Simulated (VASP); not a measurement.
Here is the system:

```xyz
2
Lattice="0.0000 2.8066 2.8066 2.8066 0.0000 2.8066 2.8066 2.8066 0.0000" Properties=species:S:1:pos:R:3 pbc="T T T"
Na     0.0000     0.0000     0.0000
Cl     2.8066     2.8066     2.8066
```

Calculation: optB86b-vdW, VASP's PBE PAW potentials (set 64) (plane waves; VASP 6.6.1). Run with 520 eV cut-off, Gaussian smearing of 0.050 eV, potentials Na_pv Cl.

Give the energies of bands 5 to 10 at the high-symmetry points, in eV from the valence-band maximum.

```
band      Γ      X      U      L      W
----  -----  -----  -----  -----  -----
5      0.00  -1.71  -1.45  -1.98  -1.22
6      0.00  -0.61  -1.15  -0.27  -1.22
7      0.00  -0.61  -0.51  -0.27  -0.78
8      5.16   7.59   8.26   7.28   8.90
9     11.09   8.04   9.08  10.77   9.73
10    11.09  11.43  10.63  10.98   9.73
```

The gap is direct, 5.16 eV, from the valence maximum at Γ to the conduction minimum at Γ.

Measured: gap 8.97 eV (computed value off by -3.81 eV), as given by Wei Chen et al., Physical Review Materials (2018), doi:10.1103/physrevmaterials.2.073803.

The compound is NaCl in the rock salt structure. It was relaxed first.
